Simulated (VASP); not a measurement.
Computed with PBE GGA, VASP's PBE PAW potentials (set 64) (plane waves; VASP).

The input files of a VASP run:

File KPOINTS:
```
Automatic mesh
0
Gamma
12 12 10
0 0 0
```

File POSCAR:
```
CuP
1
    1.9039440000    -5.0312400000     0.0000000000
    1.9039440000     5.0312400000     0.0000000000
    0.0000000000     0.0000000000     3.7521410000
P Cu
2 2
Direct
  0.5640000000   0.4360000000   0.2500000000
  0.4360000000   0.5640000000   0.7500000000
  0.8547500000   0.1452500000   0.2500000000
  0.1452500000   0.8547500000   0.7500000000
```

### INCAR
```
ALGO = Normal
EDIFF = 1E-6
ENCUT = 400
GGA = PE
ISIF = 2
ISMEAR = 0
LASPH = .TRUE.
LCHARG = .FALSE.
LMAXMIX = 4
LREAL = .FALSE.
LWAVE = .FALSE.
NELM = 100
PREC = Accurate
SIGMA = 0.05
SYSTEM = CuP
```

POTCAR, in this order: P Cu (PBE.64 set). Program: vasp_std.

Output

OSZICAR:
```
       N       E                     dE             d eps       ncg     rms          rms(c)
DAV:   1     0.196746569046E+03    0.19675E+03   -0.11988E+04 10328   0.161E+03
DAV:   2    -0.263210602312E+01   -0.19938E+03   -0.19259E+03 10320   0.327E+02
DAV:   3    -0.169268592503E+02   -0.14295E+02   -0.13139E+02 14340   0.106E+02
DAV:   4    -0.176593890688E+02   -0.73253E+00   -0.71785E+00 15704   0.212E+01
DAV:   5    -0.176723088896E+02   -0.12920E-01   -0.12863E-01 13848   0.253E+00    0.135E+01
DAV:   6    -0.192486540163E+02   -0.15763E+01   -0.40907E+01 12904   0.158E+02    0.121E+01
DAV:   7    -0.159025542351E+02    0.33461E+01   -0.11265E+01 12220   0.931E+01    0.422E+00
DAV:   8    -0.158800769470E+02    0.22477E-01   -0.28275E+00 16360   0.331E+01    0.232E+00
DAV:   9    -0.158336433745E+02    0.46434E-01   -0.35905E-01 16144   0.116E+01    0.552E-01
DAV:  10    -0.158355278568E+02   -0.18845E-02   -0.13390E-02 16116   0.139E+00    0.411E-01
DAV:  11    -0.158343766817E+02    0.11512E-02   -0.17243E-02 14936   0.338E+00    0.233E-01
DAV:  12    -0.158337811634E+02    0.59552E-03   -0.34466E-03 15984   0.133E+00    0.706E-02
DAV:  13    -0.158337433127E+02    0.37851E-04   -0.18995E-04 16344   0.127E-01    0.305E-02
DAV:  14    -0.158337388178E+02    0.44949E-05   -0.46931E-05 15968   0.148E-01    0.663E-03
DAV:  15    -0.158337388500E+02   -0.32253E-07   -0.59466E-06 11960   0.215E-02
   1 F= -.15833739E+02 E0= -.15832589E+02  d E =-.229948E-02
```

### OUTCAR
```
------------------------ aborting loop because EDIFF is reached ----------------------------------------
  FORCE on cell =-STRESS in cart. coord.  units (eV):
  Direction    XX          YY          ZZ          XY          YZ          ZX
  --------------------------------------------------------------------------------------
  Total       -4.5394026     -4.6211182     -3.5450127      0.0000000     -0.0000000      0.0000000
  in kB     -101.1744691   -102.9957516    -79.0114481      0.0000000     -0.0000000      0.0000000
  external PRESSURE =     -94.3938896 kB  Pullay stress =       0.0000000 kB
  volume of cell :       71.89
      direct lattice vectors                 reciprocal lattice vectors
     1.903944000 -5.031240000  0.000000000     0.262612766 -0.099379080  0.000000000
     1.903944000  5.031240000  0.000000000     0.262612766  0.099379080  0.000000000
     0.000000000  0.000000000  3.752141000     0.000000000  0.000000000  0.266514505
 POSITION                                       TOTAL-FORCE (eV/Angst)
 -----------------------------------------------------------------------------------
      1.90394     -0.64400      0.93804         0.000000     -1.065063      0.000000
      1.90394      0.64400      2.81411         0.000000      1.065063      0.000000
      1.90394     -3.56966      0.93804         0.000000      0.108059      0.000000
      1.90394      3.56966      2.81411         0.000000     -0.108059     -0.000000
 -----------------------------------------------------------------------------------
    total drift:                                0.000000     -0.000000     -0.000000
  FREE ENERGIE OF THE ION-ELECTRON SYSTEM (eV)
  ---------------------------------------------------
  free  energy   TOTEN  =       -15.8337388500 eV

  energy  without entropy=      -15.8314393742  energy(sigma->0) =      -15.83258911
```
(Selected blocks of OUTCAR.)

The structure was generated: CuP was put into the CrB type (Cmcm), which need not be its known phase. The cell was not relaxed at this level. The run is one of a series of settings (KPOINTS 12×12×10 Γ-centred mesh against the base run), some of them coarse on purpose.
